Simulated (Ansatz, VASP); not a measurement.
# AlN in two plane-wave programs

One calculation is typed for both programs; each brings its own data sets. How far apart do they land? The cell is taken from a series of runs on this material, whose earlier steps may have relaxed, scaled, displaced or heated it; both programs get it as it stands.

Method: plane waves, with VASP 6.6.1 beside it; dielectric response at PBE, in Ansatz 0.2.0.

### Step 1. Set-up

Symmetry: P6_3mc, No. 186, hexagonal system. The conventional cell has a = 3.120 Å, b = 3.120 Å, c = 10.110 Å, α = 90.00°, β = 90.00°, γ = 120.00°. Nearest to Al lie 4 N at 1.90 to 1.92 Å. Al has 4 N at 1.90 to 1.91 Å nearest. Nearest to N lie 4 Al at 1.91 to 1.92 Å. Nearest to N lie 4 Al at 1.90 Å. Farther neighbours and most contacts between anions are not listed.

Coordinates:

```cif
data_structure
_symmetry_space_group_name_H-M 'P 1'
_symmetry_Int_Tables_number 1
_cell_length_a 3.1202
_cell_length_b 3.1202
_cell_length_c 10.1102
_cell_angle_alpha 90.000
_cell_angle_beta 90.000
_cell_angle_gamma 120.000
_cell_volume 85.24
loop_
_atom_site_label
_atom_site_type_symbol
_atom_site_fract_x
_atom_site_fract_y
_atom_site_fract_z
_atom_site_occupancy
Al1 Al 0.00000 0.00000 0.99875 1
Al2 Al 0.33333 0.66667 0.24983 1
Al3 Al 0.00000 0.00000 0.49875 1
Al4 Al 0.66667 0.33333 0.74983 1
N5 N 0.00000 0.00000 0.18822 1
N6 N 0.33333 0.66667 0.43821 1
N7 N 0.00000 0.00000 0.68822 1
N8 N 0.66667 0.33333 0.93821 1
```

### Step 2. Ansatz: dielectric response, PBE

Ansatz runs on its PAW soft_1 files.

The response to a field tests empty states and converges slowly with the mesh.

Input file input.yaml:

```yaml
crystal:
  lattice:
    - [3.1202290047, 0.0, 0.0]
    - [-1.5601145023, 2.7021975837, 0.0]
    - [0.0, 0.0, 10.1102215084]
  atoms:
    - { symbol: Al, position: [0.0, 0.0, -0.0012500118] }
    - { symbol: Al, position: [0.3333333333, 0.6666666667, 0.2498254965] }
    - { symbol: Al, position: [0.0, 0.0, 0.4987499882] }
    - { symbol: Al, position: [0.6666666667, 0.3333333333, 0.7498254965] }
    - { symbol: "N", position: [0.0, 0.0, 0.1882176634] }
    - { symbol: "N", position: [0.3333333333, 0.6666666667, 0.4382068519] }
    - { symbol: "N", position: [0.0, 0.0, 0.6882176634] }
    - { symbol: "N", position: [0.6666666667, 0.3333333333, 0.9382068519] }
kpoints:
  mp_grid: { grid: [9, 9, 2] }
hamiltonian:
  xc: pbe
  pseudopotentials: { kind: paw, azcp: { folder: soft_1 } }
scf:
  occupations: { method: fixed }
dielectric: {}
```

Started as:

```
$ ansatz run input.yaml --threads 4 --pin off --max-ram 17510MiB --backend cpu --events-out ev --progress --plain --runs-dir out
```

Numbers of over 12 decimals in the logs are rounded to 6 here.

The log of the run:

```text
Engine: ansatz 0.2.0, aarch64-unknown-linux-gnu
Pseudopotentials: kind: paw
Pseudopotential: Al, paw, valence charge 3, recommended cutoff 420 eV (normal), soft_1/Al.paw.azcp
Pseudopotential: N, paw, valence charge 5, recommended cutoff 420 eV (normal), soft_1/N.paw.azcp
Functional definition: PBE
  parameter kappa = 0.804
  parameter beta = 0.066725
  exchange = pbe_x(kappa = kappa, mu = beta*pi^2/3)
  correlation = pbe_c(beta = beta)
Crystal: 8 atoms, lattice volume = 85.244 Å³
Basis set: ecut = 420 eV, 1653 PW (Γ), exchange–correlation on 48×48×144 points (8 copies of the dense FFT grid, shifted against one another)
Bands: 24, of which v1, the nominal top of the filled ones, is band 16 counted from 1 (15 counted from 0)
Symmetry: 12 space group operations
k-points: 50 of 162 (irreducible under 2 space group operations, time reversal used)
Non-local potential: Al, projectors of the file, l = 0: 2, l = 1: 2, l = 2: 1
Non-local potential: N, projectors of the file, l = 0: 2, l = 1: 2, l = 2: 1
PAW form: soft (Blöchl's): semilocal exchange-correlation on the pseudo side does not see the compensation charge
PAW one-centre angular grid: Al, 110 points (default); XC on 64 Gauss nodes
PAW one-centre angular grid: N, 110 points (default); XC on 64 Gauss nodes
Initial density: superposition of atomic densities (chi_scale 0.1, normalization cell, long waves kept (reshape's long-wave potential 0.00 eV rms))
Initial wavefunctions: pseudopotential atomic-orbital guess
Functional: x = pbe(κ = 0.804, μ = 0.219515), c = pbe(β = 0.066725)
SCF iter   1: F=—  HF=-3702.561552 eV  |F-HF|=—  |Δ(HF+E_count)|=         —  Δρ=1.35e-1  dr2=1.93e1  ethr=3.10e-3  ⟨swp⟩=4.5  Hψ=5015  notcnv=0  defer=293
preconditioner: auto → none  [insulator: Δε(μ)=5.254 eV  Ē_g=14.144 eV  n_scr=6 (ndim 8)  ℏωp=22.8 eV  f_vac=0.000  ε∞_Penn≈3.6]
SCF iter   2: F=—  HF=-3697.838735 eV  |F-HF|=—  |Δ(HF+E_count)|=    4.72e0  Δρ=7.73e-2  dr2=3.10e0  ethr=3.10e-3  ⟨swp⟩=3.1  Hψ=3078  notcnv=0  defer=289
SCF iter   3: F=—  HF=-3696.973875 eV  |F-HF|=—  |Δ(HF+E_count)|=   8.65e-1  Δρ=2.31e-2  dr2=2.33e-1  ethr=3.10e-3  ⟨swp⟩=2.0  Hψ=2494  notcnv=0  defer=270
SCF iter   4: F=—  HF=-3696.949139 eV  |F-HF|=—  |Δ(HF+E_count)|=   2.47e-2  Δρ=1.59e-3  dr2=1.44e-3  ethr=7.27e-4  ⟨swp⟩=2.0  Hψ=1134  notcnv=0  defer=300
SCF iter   5: F=—  HF=-3696.948762 eV  |F-HF|=—  |Δ(HF+E_count)|=   3.77e-4  Δρ=8.17e-4  dr2=2.94e-4  ethr=4.50e-6  ⟨swp⟩=2.0  Hψ=1790  notcnv=0  defer=300
SCF iter   6: F=—  HF=-3696.948691 eV  |F-HF|=—  |Δ(HF+E_count)|=   7.10e-5  Δρ=3.08e-4  dr2=3.00e-5  ethr=9.17e-7  ⟨swp⟩=2.1  Hψ=1597  notcnv=0  defer=284
SCF iter   7: F=—  HF=-3696.948701 eV  |F-HF|=—  |Δ(HF+E_count)|=   1.06e-5  Δρ=6.61e-5  dr2=5.60e-6  ethr=9.38e-8  ⟨swp⟩=2.0  Hψ=1658  notcnv=0  defer=170
SCF iter   8: F=—  HF=-3696.948700 eV  |F-HF|=—  |Δ(HF+E_count)|=   1.52e-6  Δρ=1.66e-5  dr2=1.04e-7  ethr=1.75e-8  ⟨swp⟩=2.0  Hψ=1616  notcnv=0  defer=170
SCF iter   9: F=—  HF=-3696.948701 eV  |F-HF|=—  |Δ(HF+E_count)|=   1.68e-6  Δρ=2.37e-6  dr2=3.52e-9  ethr=3.25e-10  ⟨swp⟩=2.1  Hψ=1858  notcnv=0  defer=170
SCF iter  10: F=-3696.948701 eV  HF=-3696.948701 eV  |F-HF|=5.00e-12  |Δ(HF+E_count)|=   1.54e-9  Δρ=3.52e-7  dr2=7.03e-11  ethr=1.00e-12  ⟨swp⟩=9.6  Hψ=6228  notcnv=0
SCF 1 converged in 10 iterations: F = -3696.948701 eV  dr2 = 7.03e-11
  greatest PAW one-centre occupation: 0.788 electrons in one spin orbital (limit 2), on the N atom at site 7 (counted from 0), in its partial waves of l = 0
NSCF: frozen V_eff on 4 k-points
DFPT response loops at Γ: preconditioner auto → Resta (q_TF=auto, 2.317 Å⁻¹)  ε∞=3.9 (no band partly filled); β = 1.00, the filter's whole step (`scf.mixing.beta` (0.50) is not read by the response loops at its default; to damp them type it under 1.00, their step now; it binds the ground state too); Broyden in place of MSR1
── the response to a field inside a basis, on 10×10×2 k-points: an SCF that follows is theirs, and a resumed run solves both again ──
Bands: 17, of which v1, the nominal top of the filled ones, is band 16 counted from 1 (15 counted from 0)
k-points: 30 of 200 (irreducible under 4 space group operations, time reversal used)
Initial density: handed on by an earlier stage of this run
Initial wavefunctions: pseudopotential atomic-orbital guess (no wavefunctions were taken with the density)
Eigensolver: Dense (30 Hₖ)
SCF iter   1: F=—  HF=-3696.935439 eV  |F-HF|=—  |Δ(HF+E_count)|=         —  Δρ=1.67e-4  dr2=4.77e-6  ethr=1.00e-1
preconditioner: auto → none  [insulator: Δε(μ)=4.411 eV  Ē_g=10.411 eV  n_scr=6 (ndim 8)  ℏωp=22.8 eV  f_vac=0.000  ε∞_Penn≈5.8]
SCF iter   2: F=—  HF=-3696.935442 eV  |F-HF|=—  |Δ(HF+E_count)|=   3.48e-6  Δρ=7.53e-5  dr2=1.16e-6  ethr=1.49e-8
SCF iter   3: F=—  HF=-3696.935444 eV  |F-HF|=—  |Δ(HF+E_count)|=   1.44e-6  Δρ=3.12e-5  dr2=4.82e-7  ethr=3.64e-9
SCF iter   4: F=-3696.935444 eV  HF=-3696.935444 eV  |F-HF|=9.32e-11  |Δ(HF+E_count)|=   4.92e-8  Δρ=3.11e-6  dr2=5.53e-9  ethr=1.51e-9
SCF 1 converged in 4 iterations: F = -3696.935444 eV  dr2 = 5.53e-9
DFPT response loops at Γ: preconditioner auto → Resta (q_TF=auto, 2.317 Å⁻¹)  ε∞=3.7 (no band partly filled); β = 1.00, the filter's whole step (`scf.mixing.beta` (0.50) is not read by the response loops at its default; to damp them type it under 1.00, their step now; it binds the ground state too); Broyden in place of MSR1
SCF converged after 10 iterations
Free energy (F): -3696.948701 eV
Harris-Foulkes:  -3696.948701 eV  (|F-HF|=5.00e-12)
Internal energy: -3696.948701 eV  (E = F + TS)
E sigma→0 (E₀):  -3696.948701 eV
Fermi energy:    6.815845 eV
--- Per-component energies (eV) ---
  E_band       = 55.184731
  E_kinetic    = 623.226033
  E_local      = -846.910370  (includes V_loc(G=0)·N_el)
  E_nonlocal   = 177.782053
  E_hartree    = 311.808667
  E_xc         = -395.197379
  E_vxc        = -426.639938  (∫ρ·V_xc dr)
  E_paw        = -2390.997920  (= ΣΔE_a)
  E_vpaw       = -95.893820  (= ΣTr[D̂ρ^β])
  E_aug_tail   = 0.003493  (compensation charges beyond the density's cutoff)
  E_ewald      = -1176.663278
  E_smearing   = -0.000000  (= −TS)
  E_closure    = -0.000000  (closes the sum)
  Σ components = -3696.948701   (vs F -3696.948701, Δ=0.00e0)
--- Band table (eV; the first three rows and the last of 50) ---
  k-point 0: bands = [... 12 lower, 6.4730, 6.7273, 6.7273, 6.8158, 10.8226, 12.9694, 13.2499, 13.6771, ... 4 higher]
  k-point 1: bands = [... 12 lower, 6.6420, 6.6420, 6.6420, 6.6420, 11.7808, 11.7808, 13.6571, 13.6571, ... 4 higher]
  k-point 2: bands = [... 12 lower, 6.2959, 6.3427, 6.7031, 6.7555, 11.5336, 13.2892, 13.5787, 14.2753, ... 4 higher]
  k-point 49: bands = [... 12 lower, 5.0230, 5.0230, 6.1695, 6.1695, 12.8086, 12.8086, 13.8506, 13.8506, ... 4 higher]
--- Dielectric response (ions clamped): 3 representative field directions + reference, inside a basis on a mesh of 200 k-points (Σ response iterations 15) ---
  ε∞ (high-frequency dielectric tensor):
        4.559434    -0.000000     0.000000
       -0.000000     4.559434    -0.000000
        0.000000    -0.000000     4.680414
  Born effective charges Z* (e; rows j = field, columns β = displacement):
    site 0:
         2.52472   -0.00000    0.00000
        -0.00000    2.52472   -0.00000
         0.00000   -0.00000    2.71843
    site 1:
         2.55171   -0.00000    0.00000
        -0.00000    2.55171   -0.00000
         0.00000   -0.00000    2.50377
    site 2:
         2.52472   -0.00000    0.00000
        -0.00000    2.52472   -0.00000
         0.00000   -0.00000    2.71843
    site 3:
         2.55171   -0.00000    0.00000
        -0.00000    2.55171   -0.00000
         0.00000   -0.00000    2.50377
    site 4:
        -2.52741    0.00000   -0.00000
         0.00000   -2.52741    0.00000
        -0.00000    0.00000   -2.63290
    site 5:
        -2.54902    0.00000   -0.00000
         0.00000   -2.54902   -0.00000
        -0.00000    0.00000   -2.58930
    site 6:
        -2.52741    0.00000   -0.00000
         0.00000   -2.52741   -0.00000
        -0.00000   -0.00000   -2.63290
    site 7:
        -2.54902    0.00000   -0.00000
         0.00000   -2.54902    0.00000
        -0.00000    0.00000   -2.58930
  Z* charge neutrality: 1.399e-2 e pre-enforcement
  solved inside a basis spanned on kpoints, on 10×10×2 k-points, its susceptibility summed on 14×14×4: ε∞ is read to err by 1.9e-2, Z* by 2.3e-2 e (field_mesh: kpoints solves on kpoints); Z* is corrected for what the basis lacks
```

In the SCF lines HF is the Harris–Foulkes energy and dr2 the Hartree energy of the density residual, in eV; the loop may stop once dr2 is under the threshold and the program's other checks hold. Hψ counts applications of the Hamiltonian.

(Part 1 of 2 ends here.)

[Lines on the potential files, build, host, timing and source positions are cut from VASP's logs without a mark.]

[Logs are printed without paths, hosts, clocks, repeated set-up lines and the standing remarks that a program may print on its own settings, such as how far it seeks lower states.]

[Hosts, paths, dates, database ids (printed as entryN), source tags and the programs' standing remarks are cut or masked in the printed files.]
